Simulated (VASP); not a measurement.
Here is a VASP 6.6.1 calculation.

File POSCAR:

```
Cu3S
1.0
    4.1482998400      0.0000000000      0.0000000000
    0.0000000000      4.1482998400      0.0000000000
    0.0000000000      0.0000000000      4.1482998400
Cu S
3 1
Direct
    0.5000000000      0.0000000000      0.0000000000
    0.0000000000      0.5000000000      0.0000000000
    0.0000000000      0.0000000000      0.5000000000
    0.0000000000      0.0000000000      0.0000000000
```

The input INCAR.step1:

```
PREC = Accurate
ENCUT = 520
EDIFF = 1E-5
ISMEAR = -1
SIGMA = 0.1
LREAL = F
LASPH = T
NELM = 150
ALGO = Normal
ISIF = 2
LWAVE = T
LCHARG = F
ISPIN = 2
MAGMOM = 1 1 1 0
LORBIT = 11
LMAXMIX = 4
GGA = PE
NBANDS = 32
```

File INCAR.step2:

```
PREC = Accurate
ENCUT = 520
EDIFF = 1E-7
ISMEAR = -1
SIGMA = 0.1
LREAL = F
LASPH = T
NELM = 150
ALGO = Normal
ISIF = 2
LWAVE = F
LCHARG = F
ISPIN = 2
MAGMOM = 1 1 1 0
LORBIT = 11
LMAXMIX = 4
GGA = PE
LHFCALC = T
AEXX = 0.25
PRECFOCK = Normal
HFRCUT = -1
ISTART = 1
NBANDS = 32
```

File KPOINTS:

```
Automatic mesh
0
Gamma
  3 3 3
```

Potentials or basis: VASP PAW PBE potentials, release 64 (Cu, S).

Run with:

```bash
$ cat potpaw_PBE.64/Cu/POTCAR potpaw_PBE.64/S/POTCAR > POTCAR
$ cp INCAR.step1 INCAR
$ mpirun -np 1 vasp_std > vasp.out
$ cp INCAR.step2 INCAR
$ mpirun -np 1 vasp_std > vasp.out
```

Task: Predict the band gap on the k mesh.

Result: None (metal or under the smearing width).

Task: Predict the site moments.

Result: Cu +0.04; S +0.01 μB.

Task: Predict the pressure.

Result: 15.4 GPa.

Caveat: the k mesh is coarse (spacing up to 0.50 Å⁻¹), so the values aren't converged, least of all with exact exchange; so large a pressure means that the cell lies far from this level's equilibrium, or that cutoff or potentials fall short; the potentials were made for another functional, which shifts forces and pressure.
